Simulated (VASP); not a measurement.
# How uniaxial stress along [0001] changes Hf

Wanted: the elastic response of Hf to uniaxial stress along [0001], with a fit that predicts a row left out.

Main program and level: VASP 6.6.1; PBEsol; plane waves and PAW (Hf_sv_GW), in the first sound run; inputs show where later runs differ.

## (1) Set-up

It takes space group P6_3/mmc (No. 194, hexagonal). Conventional cell: a = 3.200 Å, b = 3.200 Å, c = 5.062 Å, α = 90.00°, β = 90.00°, γ = 120.00°. Nearest to Hf lie 12 Hf at 3.13 to 3.20 Å.

## (2) Relax the crystal, PBEsol

The series starts from the cell that this level prefers, so that zero strain is near zero stress.

This step took 2 runs in a row; the last is shown.

Level: PBEsol; plane waves and PAW (Hf_sv_GW).

The input, INCAR:

```
SYSTEM = Hf
PREC = Accurate
ENCUT = 470
EDIFF = 1E-07
NELM = 120
ISMEAR = 1
SIGMA = 0.15
LREAL = .FALSE.
ALGO = Normal
GGA = PS
NBANDS = 18
LASPH = .TRUE.
LORBIT = 11
LWAVE = .FALSE.
LCHARG = .FALSE.
KPAR = 8
IBRION = 2
NSW = 40
ISIF = 3
EDIFFG = -0.005
POTIM = 0.4
```

The input, POSCAR:

```
Hf
1.0
    3.1523048518      0.0000000000      0.0000000000
   -1.5761524259      2.7299760821      0.0000000000
    0.0000000000      0.0000000000      4.9836531061
Hf
2
Direct
    0.0000000000      0.0000000000      0.0000000000
    0.3333333333      0.6666666667      0.5000000000
```

The input, KPOINTS:

```
Automatic mesh
0
Gamma
21 21 12
0 0 0
```

PAW data sets: Hf_sv_GW (PBE family, release 64).

Command:

```sh
$ mpirun -np 8 vasp_std
```

Output:

```text
[banner, memory and clock lines left out]
running    8 mpi-ranks, on    1 nodes
[...]
|                                                                             |
|           W    W    AA    RRRRR   N    N  II  N    N   GGGG   !!!           |
|           W    W   A  A   R    R  NN   N  II  NN   N  G    G  !!!           |
|           W    W  A    A  R    R  N N  N  II  N N  N  G       !!!           |
|           W WW W  AAAAAA  RRRRR   N  N N  II  N  N N  G  GGG   !            |
|           WW  WW  A    A  R   R   N   NN  II  N   NN  G    G                |
|           W    W  A    A  R    R  N    N  II  N    N   GGGG   !!!           |
|                                                                             |
|     For optimal performance we recommend to set                             |
|       NCORE = 2 up to number-of-cores-per-socket                            |
|     NCORE specifies how many cores store one orbital (NPAR=cpu/NCORE).      |
|     This setting can greatly improve the performance of VASP for DFT.       |
[...]
DAV:   7    -0.267146863338E+02   -0.12327E-06   -0.15673E-07  9570   0.325E-03    0.376E-03
DAV:   8    -0.267146862561E+02    0.77768E-07   -0.16154E-08  6776   0.742E-04
   2 F= -.26714686E+02 E0= -.26715193E+02  d E =-.583202E-05
 trial-energy change:   -0.000006  1 .order   -0.000006   -0.000099    0.000087
 step:   0.5327(harm=  0.5327)  dis= 0.00000  next Energy=   -26.714707 (dE=-0.264E-04)
[...]
N       E                     dE             d eps       ncg     rms          rms(c)
DAV:   1    -0.267149463528E+02   -0.26002E-03   -0.87971E-03 12184   0.860E-01    0.113E+00
DAV:   2    -0.267147486901E+02    0.19766E-03   -0.45643E-04 12226   0.185E-01    0.830E-01
DAV:   3    -0.267147219375E+02    0.26753E-04   -0.39270E-05 12488   0.486E-02    0.574E-01
DAV:   4    -0.267147059695E+02    0.15968E-04   -0.69368E-05 12806   0.667E-02    0.206E-02
DAV:   5    -0.267147067073E+02   -0.73777E-06   -0.53613E-06 13118   0.169E-02    0.137E-01
DAV:   6    -0.267147064245E+02    0.28275E-06   -0.91505E-07 12848   0.594E-03    0.200E-03
DAV:   7    -0.267147063493E+02    0.75186E-07   -0.34092E-08  6490   0.155E-03
   3 F= -.26714706E+02 E0= -.26715212E+02  d E =-.259253E-04
[...]
reached required accuracy - stopping structural energy minimisation
```

It took 38 s on 8 MPI ranks of Intel Xeon 6975P-C (Granite Rapids), shared host; peak memory 2.7 GiB.

Lines that name or quote the potential files are left out of all logs, and their timing lines are given in words.

OUTCAR, selected parts (step 2):

```text
  Total       -0.0008626     -0.0008626      0.0007599     -0.0000000     -0.0000000      0.0000000
  in kB       -0.0322655     -0.0322655      0.0284251     -0.0000000     -0.0000000      0.0000000
  external PRESSURE =      -0.0120353 kB  Pullay stress =       0.0000000 kB

 POSITION                                       TOTAL-FORCE (eV/Angst)
 -----------------------------------------------------------------------------------
     -0.00000     -0.00000      4.98153        -0.000000      0.000000     -0.000000
     -0.00000      1.81921      2.49077         0.000000     -0.000000      0.000000
 -----------------------------------------------------------------------------------
    total drift:                                0.000000     -0.000000     -0.000000

  FREE ENERGIE OF THE ION-ELECTRON SYSTEM (eV)
  ---------------------------------------------------
  free  energy   TOTEN  =       -26.7147063493 eV

  energy  without entropy=      -26.7162247928  energy(sigma->0) =      -26.71521250

 reached required accuracy - stopping structural energy minimisation

[... 3 further parts left out ...]
[key lines of the parts left out:]
E-fermi :   9.1151
```

Read from the output:

* energy(sigma→0) of the program: -26.7152 eV
* stress, compression positive: xx, yy, zz 0.00, 0.00, 0.00 GPa
* volume: 42.833 Å³
* ionic steps: 3

## (3) Strain across the axis, PBEsol

One member in full: the axis is strained by -0.5 %, and the two directions across it are strained alike until their mean stress is under 0.012 GPa or five steps are spent.

This step took 2 runs, each at a new trial strain with the atoms of the one before; the last is shown.

Level: PBEsol; plane waves and PAW (Hf_sv_GW).

Edit INCAR of step 2 so:

```diff
@@ -15,7 +15,7 @@
 LCHARG = .FALSE.
-KPAR = 8
-IBRION = 2
-NSW = 40
-ISIF = 3
-EDIFFG = -0.005
-POTIM = 0.4
+KPAR = 2
+IBRION = 1
+NSW = 25
+ISIF = 2
+EDIFFG = -0.004
+POTIM = 0.3
```

The input, POSCAR:

```
Hf
1.0
    3.1553092200      0.0000000000      0.0000000000
   -1.5776546100      2.7325779410      0.0000000000
    0.0000000000      0.0000000000      4.9566265560
Hf
2
Direct
    0.0000000000      0.0000000000      0.0000000000
    0.3333333333      0.6666666667      0.5000000000
```

KPOINTS is that of step 2.

Command:

```sh
$ mpirun -np 2 vasp_std
```

Output:

```text
[banner, memory and clock lines left out]
running    2 mpi-ranks, on    1 nodes
[...]
[... a notice as in an earlier step ...]

 LDA part: xc-table for (Slater+PW92), standard interpolation
 POSCAR, INCAR and KPOINTS ok, starting setup
[...]
entering main loop
       N       E                     dE             d eps       ncg     rms          rms(c)
DAV:   1     0.182978899671E+03    0.18298E+03   -0.13588E+04 12176   0.119E+03
DAV:   2    -0.189524987139E+02   -0.20193E+03   -0.19931E+03 16258   0.326E+02
DAV:   3    -0.279535668660E+02   -0.90011E+01   -0.89575E+01 14580   0.690E+01
DAV:   4    -0.280375889524E+02   -0.84022E-01   -0.83870E-01 16092   0.671E+00
[...]
DAV:  11    -0.267133160052E+02   -0.70186E-05   -0.29876E-05 16592   0.477E-02    0.564E-01
DAV:  12    -0.267133157205E+02    0.28462E-06   -0.37351E-07 12392   0.417E-03    0.180E-01
DAV:  13    -0.267133157929E+02   -0.72399E-07   -0.35251E-08  9242   0.200E-03
   1 F= -.26713316E+02 E0= -.26713863E+02  d E =-.267133E+02
 BRION: g(F)=  0.102E-46 g(S)=  0.000E+00
 reached required accuracy - stopping structural energy minimisation
```

It took 38 s on 2 MPI ranks; peak memory 0.62 GiB.

From OUTCAR (step 3):

```text
  Total        0.0020224      0.0020224      0.2224020      0.0000000      0.0000000      0.0000000
  in kB        0.0758180      0.0758180      8.3377440      0.0000000      0.0000000      0.0000000
  external PRESSURE =       2.8297933 kB  Pullay stress =       0.0000000 kB

 POSITION                                       TOTAL-FORCE (eV/Angst)
 -----------------------------------------------------------------------------------
      0.00000      0.00000      0.00000         0.000000     -0.000000      0.000000
     -0.00000      1.82172      2.47831        -0.000000      0.000000      0.000000
 -----------------------------------------------------------------------------------
    total drift:                                0.000000     -0.000000     -0.000000

  FREE ENERGIE OF THE ION-ELECTRON SYSTEM (eV)
  ---------------------------------------------------
  free  energy   TOTEN  =       -26.7133157929 eV

  energy  without entropy=      -26.7149586656  energy(sigma->0) =      -26.71386342

[... 2 parts as in an earlier step ...]

[... 2 further parts left out ...]
[key lines of the parts left out:]
E-fermi :   9.1427
```

This run gave:

| Item | Value |
| --- | --- |
| energy(sigma→0) of the program | -26.7139 eV |
| stress, compression positive | xx, yy, zz 0.01, 0.01, 0.83 GPa |
| ionic steps | 1 |

## (4) The whole series

The other members went through these steps as far as the tables show, with the same cutoff and, step by step, the same mesh; 23 runs are not shown. The session took 0.66 core hours (wall time by ranks) on a shared machine.

| strain along the axis (%) | strain across the axis (%) | stress along the axis, tension positive (GPa) | energy above the unstrained row, extrapolated to no smearing (meV/atom) |
| --- | --- | --- | --- |
| -2.000 | 0.578 | -3.528 | 5.611 |
| -1.500 | 0.431 | -2.595 | 3.294 |
| -1.000 | 0.285 | -1.694 | 1.605 |
| -0.500 | 0.138 | -0.834 | 0.531 |
| 0 | 0.000 | 0.001 | 0.000 |
| 0.500 | -0.141 | 0.801 | 0.006 |
| 1.000 | -0.284 | 1.580 | 0.528 |
| 1.500 | -0.424 | ? | ? |
| 2.000 | -0.561 | 3.133 | 3.061 |

## (5) Stress from the known rows

Fitting a parabola to the 8 known rows (e: strain in %) gives stress = − 0.04825 e² + 1.658 e − 0.004023 in GPa; the residuals are 0.014 GPa r.m.s.

At e = 1.5 this predicts 2.374 GPa.

## (6) The withheld row

The calculation gives 2.357 GPa, so the prediction is 0.017 GPa too high, within twice the residual of the fit.

Slopes at zero strain, from cubics through all rows: strain ratio -0.284, stress over strain 163 GPa.

## (7) Outcome

```
error of the predicted stress  : 0.017 GPa
Poisson ratio                  : 0.284
Young's modulus along the axis : 163 GPa
```

As a check, the curvature of the energy gives 158 GPa for the same modulus (energy per volume = E/2 × strain²), 3 % from the slope of the stress; these energies are extrapolated to no smearing, while the stress belongs to the free energy, so part of the difference may come from that. The energy also has a linear term worth 0.38 GPa that the stress column lacks, a mark of the finite basis or of the smearing. These are static values: temperature and zero-point motion are left out. In a metal the slopes also depend on mesh and smearing, which were held through the series.

[Lines on the potential files, build, host, timing and source positions are cut from VASP's logs without a mark.]

[Logs are printed without paths, hosts, clocks, repeated set-up lines and the standing remarks that a program may print on its own settings, such as how far it seeks lower states.]

[Hosts, paths, dates, database ids (printed as entryN), source tags and the programs' standing remarks are cut or masked in the printed files.]

[In band tables of VASP the shares of atoms and orbitals are scaled to a sum of 1 inside the atoms' spheres.]
